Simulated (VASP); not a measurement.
Input for VASP

**KPOINTS**
```
Automatic mesh
0
Gamma
8 8 6
```

### INCAR
```
# general
SYSTEM   =  SiSn
PREC     =  Accurate
ENCUT    =  480   # plane-wave cut-off (eV)
LREAL    =  .False.   # projection in real space or not
LASPH    =  .True.

# electronic loop
EDIFF    =  1E-7   # SCF stop (eV)
NELM     =  100   # most electronic steps
ALGO     =  Normal
LMAXMIX  =  4   # l cut-off of mixed one-centre charges

# smearing
ISMEAR   =  1   # Methfessel-Paxton
SIGMA    =  0.1

# functional
GGA      =  PS

# ions
ISIF     =  2

# output
LWAVE    =  .False.
LCHARG   =  .False.
```

**POSCAR**
```
SiSn
1
    4.5164915144     0.0000000000     0.0000000000
   -2.2582457572     3.9113964257     0.0000000000
    0.0000000000     0.0000000000     5.7330269162
Sn Si
2 2
Direct
  0.3333330000   0.6666670000   0.2500000000
  0.6666670000   0.3333330000   0.7500000000
  0.3333330000   0.6666670000   0.7500000000
  0.6666670000   0.3333330000   0.2500000000
```

POTCAR, in this order: Sn_d Si (PBE.64 set). Program: vasp_std.

Problem. Translate this PBEsol calculation to Ansatz.

Solution. One equivalent input (not run):
Ansatz 0.2 input:
```yaml
crystal:
  lattice:
    - [4.5164915, 0.0000000, 0.0000000]
    - [-2.2582458, 3.9113964, 0.0000000]
    - [0.0000000, 0.0000000, 5.7330269]
  atoms:
    - { symbol: Sn, position: [0.3333330, 0.6666670, 0.2500000] }
    - { symbol: Sn, position: [0.6666670, 0.3333330, 0.7500000] }
    - { symbol: Si, position: [0.3333330, 0.6666670, 0.7500000] }
    - { symbol: Si, position: [0.6666670, 0.3333330, 0.2500000] }
kpoints:
  mp_grid: { grid: [8, 8, 6] }
hamiltonian:
  xc: pbesol
  pseudopotentials: { kind: paw }
scf:
  occupations: { method: methfessel_paxton, width: 0.1 }
  max_iter: 100
output: { forces: true, stress: true, eigenvalues: true }
```
What does not carry over: each code has its own PAW files, so the cut-off isn't converted (ENCUT is set for VASP's; basis.ecutwfc is left out, and Ansatz then takes the one that its files recommend); Ansatz stops its SCF on the density residual and VASP on the energy change (EDIFF).

The structure was generated: SiSn was put into the h-BN type (P6_3/mmc), which need not be its known phase. This cell was strained or had an atom moved on purpose.
